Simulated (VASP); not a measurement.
Here is the system:

```xyz
3
Lattice="0.0000 2.1385 2.1385 2.1385 0.0000 2.1385 2.1385 2.1385 0.0000" Properties=species:S:1:pos:R:3 pbc="T T T"
Be     1.0692     1.0692     1.0692
Be     3.2077     3.2077     3.2077
C      0.0000     0.0000     0.0000
```

Computed with PBE GGA with D3 dispersion (Becke-Johnson damping), VASP's PBE PAW potentials (set 64) (plane waves; VASP). Run with 520 eV cut-off, 10×10×10 Γ-centred mesh, tetrahedra with Blöchl corrections, potentials Be C.

Question: Predict the energy per atom (σ→0), band gap (on the k-mesh) with the smallest direct gap where there is one.

Answer: 
```
Item                                         Result
-----------------------------------  --------------
band gap (on the k-mesh)                    1.17 eV
smallest direct gap (on the k-mesh)         4.20 eV
energy per atom (σ→0)                -6.136 eV/atom
```

The absolute energy has meaning only against runs of the same code, potentials and settings.

The compound is Be2C in the antifluorite structure. It was relaxed first.
